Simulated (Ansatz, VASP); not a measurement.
# Cross-check of FeSi2 (Linzhiite) between VASP and Ansatz, part 2 of 2

One calculation is typed for both programs; each brings its own data sets. How far apart do they land? The cell is taken from a series of runs on this material, whose earlier steps may have relaxed, scaled, displaced or heated it; both programs get it as it stands.

VASP 6.6.1 and Ansatz 0.2.0.

So far: The structure; VASP: zone-centre phonons, PBEsol.

**3. Ansatz: zone-centre phonons, PBEsol**

Level of this step: Ansatz beside VASP: Kohn-Sham DFT, plane waves, PBEsol (Ansatz).

Ansatz runs on its PAW soft_1 files.

The same cell, functional, mesh and smearing now go to Ansatz, which takes its cutoff from its data sets.

The input, input.yaml:

```yaml
crystal:
  lattice:
    - [2.6588673814, 0.0, 0.0]
    - [0.0, 2.6588673814, 0.0]
    - [0.0, 0.0, 5.2601583316]
  atoms:
    - { symbol: Si, position: [0.5, 0.5, 0.2725917153] }
    - { symbol: Si, position: [0.5, 0.5, 0.7274082847] }
    - { symbol: Fe, position: [0.0, 0.0, 0.0] }
kpoints:
  mp_grid: { grid: [16, 16, 8] }
hamiltonian:
  xc: pbesol
  pseudopotentials: { kind: paw, azcp: { folder: soft_1 }, xc_functional: pbe }
scf:
  occupations: { method: methfessel_paxton, width: 0.2 }
output:
  eigenvalues: true
phonons:
  method: dfpt
```

The run is started by

```sh
ansatz run input.yaml --threads 4 --pin off --max-ram 10240MiB --backend cpu --events-out ev --progress --plain --runs-dir out
```

Numbers of over 12 decimals in the logs are rounded to 6 here.

Output:

```text
zone centre: on kpoints.mp_grid the ground state, and the responses unless they are solved on pairs of k-points, stand on 405 of the mesh's 2048 k-points, reduced under 4 symmetry operations, with k and −k counted as one. Each operation leaves every solved displacement unchanged or reverses it
Engine: ansatz 0.2.0, aarch64-unknown-linux-gnu
Pseudopotentials: kind: paw
Pseudopotential: Si, paw, valence charge 4, recommended cutoff 420 eV (normal), soft_1/Si.paw.azcp
Pseudopotential: Fe, paw, valence charge 16, recommended cutoff 420 eV (normal), soft_1/Fe.paw.azcp
Functional definition: PBEsol
  exchange = pbesol_x
  correlation = pbesol_c
Crystal: 3 atoms, lattice volume = 37.187 Å³
Basis set: ecut = 420 eV, 733 PW (Γ), exchange–correlation on 36×36×72 points (8 copies of the dense FFT grid, shifted against one another)
Bands: 16, of which v1, the nominal top of the filled ones, is band 12 counted from 1 (11 counted from 0)
Symmetry: 16 space group operations
k-points: 405 of 2048 (irreducible under 4 space group operations, time reversal used)
Non-local potential: Si, projectors of the file, l = 0: 2, l = 1: 2, l = 2: 1
Non-local potential: Fe, projectors of the file, l = 0: 3, l = 1: 2, l = 2: 3, l = 3: 1
PAW form: soft (Blöchl's): semilocal exchange-correlation on the pseudo side does not see the compensation charge
PAW frozen core: Si, regenerated for the run's functional, and the local potential with it (the file was generated under x = pbe(κ = 0.804, μ = 0.219515), c = pbe(β = 0.066725))
PAW frozen core: Fe, regenerated for the run's functional, and the local potential with it (the file was generated under x = pbe(κ = 0.804, μ = 0.219515), c = pbe(β = 0.066725))
PAW one-centre angular grid: Si, 110 points (default); XC on 64 Gauss nodes
PAW one-centre angular grid: Fe, 590 points (default); XC on 64 Gauss nodes
Initial density: superposition of atomic densities (chi_scale 0.1, normalization cell, long waves kept (reshape's long-wave potential 0.01 eV rms))
Initial wavefunctions: pseudopotential atomic-orbital guess
Functional: x = pbesol(κ = 0.804, μ = 0.123457), c = pbesol(β = 0.046)
SCF iter   1: F=—  HF=-5695.131878 eV  |F-HF|=—  |Δ(HF+E_count)|=         —  Δρ=1.26e-1  dr2=1.35e1  ethr=3.10e-3  ⟨swp⟩=5.1  Hψ=34204  notcnv=0
preconditioner: auto → none  [metal: Δε(μ)=0.009 eV  Ē_g=7.990 eV  σ=0.200 eV  W_gap=0.04  n_scr=8 (ndim 8)  ℏωp=24.4 eV  f_vac=0.000  D(μ)=1.67/eV (n_scr^D=16)  sad-step TF]
SCF iter   2: F=—  HF=-5694.888459 eV  |F-HF|=—  |Δ(HF+E_count)|=   2.43e-1  S|Δr|=    0.00e0  Δρ=1.46e-1  dr2=1.42e1  ethr=3.10e-3  ⟨swp⟩=2.0  Hψ=11129  notcnv=0
SCF iter   3: F=—  HF=-5693.621965 eV  |F-HF|=—  |Δ(HF+E_count)|=    1.27e0  S|Δr|=    0.00e0  Δρ=7.39e-2  dr2=2.47e0  ethr=3.10e-3  ⟨swp⟩=3.0  Hψ=12007  notcnv=0
SCF iter   4: F=—  HF=-5693.361360 eV  |F-HF|=—  |Δ(HF+E_count)|=   2.61e-1  S|Δr|=    0.00e0  Δρ=1.28e-2  dr2=1.26e-1  ethr=3.10e-3  ⟨swp⟩=2.3  Hψ=12903  notcnv=0
SCF iter   5: F=—  HF=-5693.321729 eV  |F-HF|=—  |Δ(HF+E_count)|=   3.96e-2  S|Δr|=    0.00e0  Δρ=3.26e-3  dr2=2.08e-3  ethr=5.27e-4  ⟨swp⟩=2.0  Hψ=10739  notcnv=0
SCF iter   6: F=—  HF=-5693.321716 eV  |F-HF|=—  |Δ(HF+E_count)|=   1.34e-5  S|Δr|=    0.00e0  Δρ=7.64e-4  dr2=6.92e-5  ethr=8.66e-6  ⟨swp⟩=2.3  Hψ=9857  notcnv=0
SCF iter   7: F=—  HF=-5693.321684 eV  |F-HF|=—  |Δ(HF+E_count)|=   3.22e-5  S|Δr|=    0.00e0  Δρ=1.16e-4  dr2=3.84e-6  ethr=2.88e-7  ⟨swp⟩=2.4  Hψ=10922  notcnv=0
SCF iter   8: F=—  HF=-5693.321692 eV  |F-HF|=—  |Δ(HF+E_count)|=   8.31e-6  S|Δr|=    0.00e0  Δρ=2.32e-5  dr2=1.26e-7  ethr=1.60e-8  ⟨swp⟩=2.2  Hψ=8656  notcnv=0
SCF iter   9: F=—  HF=-5693.321688 eV  |F-HF|=—  |Δ(HF+E_count)|=   4.06e-6  S|Δr|=    0.00e0  Δρ=2.02e-6  dr2=5.26e-10  ethr=5.25e-10  ⟨swp⟩=2.2  Hψ=8870  notcnv=0
SCF iter  10: F=—  HF=-5693.321688 eV  |F-HF|=—  |Δ(HF+E_count)|=  1.23e-10  S|Δr|=    0.00e0  Δρ=2.09e-7  dr2=1.17e-11  ethr=2.19e-12  ⟨swp⟩=2.2  Hψ=11105  notcnv=0
SCF iter  11: F=-5693.321688 eV  HF=-5693.321688 eV  |F-HF|=2.73e-12  |Δ(HF+E_count)|=  2.73e-12  S|Δr|=    0.00e0  Δρ=2.73e-8  dr2=4.99e-13  ethr=1.00e-12  ⟨swp⟩=5.2  Hψ=26769  notcnv=0
the search or the solves at the SCF's close seem to have found levels that the self-consistency loop had missed (the run counts 2). By its estimate they hold under 1e-12 electrons; where the run keeps them, the occupations were computed again with them
SCF 1 converged in 11 iterations: F = -5693.321688 eV  dr2 = 4.99e-13
  greatest PAW one-centre occupation: 1.000 electrons in one spin orbital (limit 2), on the Fe atom at site 2 (counted from 0), in its partial waves of l = 1
DFPT response loops at Γ: preconditioner auto → Kerker (q_TF=auto, 2.536 Å⁻¹) (partly filled bands, converged f_vac=0.000); β = 1.00, the filter's whole step (`scf.mixing.beta` (0.50) is not read by the response loops under this deck's `scf.mixing.preconditioner`; to damp them name `kerker` or `kerker_dos`, under which they read `scf.mixing.beta`, and type it under 1.00, their step now; both keys bind the ground state too); Broyden in place of MSR1
SCF converged after 11 iterations
Stability not checked: this state was not tested for a lower state beside it, because cold or Methfessel-Paxton smearing, or corrected tetrahedra, fill the levels in a way that the test cannot read (fill_not_monotonic; see scf.lower_state_search)
Free energy (F): -5693.321688 eV
Harris-Foulkes:  -5693.321688 eV  (|F-HF|=2.73e-12)
Internal energy: -5693.321655 eV  (E = F + TS)
E sigma→0 (E₀):  -5693.321680 eV
Entropy (-TS):   -0.000033 eV (-0.011 meV/atom)
Fermi energy:    14.156484 eV
Step filling:    the computed levels leave a gap of 0.0009 eV = 0.0 smearing widths at the electron count; against every level under it full and every level over it empty, smearing changes F+E_penalty+E_count by -0.514 meV and its σ→0 estimate by -0.506 meV
--- Per-component energies (eV) ---
  E_band       = -226.517626
  E_kinetic    = 425.514567
  E_local      = -3622.814939  (includes V_loc(G=0)·N_el)
  E_nonlocal   = 333.587485
  E_hartree    = 1605.052497
  E_xc         = -227.079716
  E_vxc        = -244.531723  (∫ρ·V_xc dr)
  E_paw        = -2346.233472  (= ΣΔE_a)
  E_vpaw       = -328.377162  (= ΣTr[D̂ρ^β])
  E_aug_tail   = -0.000830  (compensation charges beyond the density's cutoff)
  E_ewald      = -1861.589570
  E_core_change = 0.242323  (= ΣΔE_core)
  E_smearing   = -0.000033  (= −TS)
  E_closure    = -0.000000  (closes the sum)
  Σ components = -5693.321688   (vs F -5693.321688, Δ=0.00e0)
--- Band table (eV; the first three rows and the last of 405) ---
  k-point 0: bands = [... 8 lower, 12.2999, 12.7065, 12.7065, 13.6734, 19.0639, 19.0639, 19.5911, 21.3377]
  k-point 1: bands = [... 8 lower, 12.2444, 12.7013, 12.7013, 13.6735, 18.8038, 19.1586, 19.1586, 21.1517]
  k-point 2: bands = [... 8 lower, 12.0482, 12.6890, 12.6890, 13.6736, 17.5334, 19.4332, 19.4332, 20.8577]
  k-point 404: bands = [... 8 lower, 10.9246, 10.9246, 12.2702, 14.4417, 14.4417, 14.4502, 15.2369, 16.9706]
--- Phonons (Γ-DFPT): 4 representative perturbations + reference, on 405 of 2048 k-points (Σ response iterations 14) ---
  k mesh reduced under 4 symmetry operations, with k and −k counted as one. Each operation leaves every solved displacement unchanged or reverses it
  ASR residual: 3.122e-5 → 0.000e0 eV/Å²; symmetrization residual: 1.445e-6 eV/Å²
  ASR residual per site (eV/Å²): 3.12e-5 3.12e-5 1.64e-5
  Γ frequencies (cm⁻¹): 0.00 0.00 0.00 223.53 223.53 272.63 272.63 337.03 510.12
  non-analytic LO–TO correction: not included (Born effective charges unavailable; polar crystals: no LO–TO splitting at Γ)
```

**4. Differences**

Known differences besides the potentials themselves: the data sets hold 24 valence electrons in Ansatz (on its PAW soft_1 files) and 16 in VASP; the cutoff is 420 eV in Ansatz and 600 eV in VASP; Ansatz makes its cores anew for this functional, VASP keeps those of its PBE data sets. Total energies have different zeros and are not compared.

Both answers:

| quantity | Ansatz | VASP | difference |
| --- | --- | --- | --- |
| optical mode 1 to 2 (cm⁻¹) | 223.5 | 225.3 | -0.81 % |
| optical mode 3 to 4 (cm⁻¹) | 272.6 | 277.3 | -1.68 % |
| optical mode 5 (cm⁻¹) | 337.0 | 340.8 | -1.09 % |
| optical mode 6 (cm⁻¹) | 510.1 | 511.0 | -0.17 % |

Modes are paired by rising frequency, not by their patterns, so a pair may set unlike modes beside each other; they are those without the splitting of longitudinal modes.

**5. Summary of results**

```yaml
r_m_s_difference_of_the_optical_zone_centre_modes_each_program_s_sorted_by_frequency_zone_centre_phonons_pbesol: 3.3 cm⁻¹
difference_in_optical_mode_3_to_4_zone_centre_phonons_pbesol: -1.7 %
```

What this shows: The r.m.s. difference of the optical zone-centre modes, each program's sorted by frequency is 3.3 cm⁻¹ (zone-centre phonons, PBEsol). The data sets hold unlike numbers of valence electrons (24 in Ansatz and 16 in VASP), so part of the differences comes from the potentials. Among the rows given in per cent, the largest difference of the zone-centre phonons, PBEsol pair is in optical mode 3 to 4, -1.7 %. How closely two codes agree says nothing of how well the functional describes the real material.

[Lines on the potential files, build, host, timing and source positions are cut from VASP's logs without a mark.]

[Logs are printed without paths, hosts, clocks, repeated set-up lines and the standing remarks that a program may print on its own settings, such as how far it seeks lower states.]

[Hosts, paths, dates, database ids (printed as entryN), source tags and the programs' standing remarks are cut or masked in the printed files.]
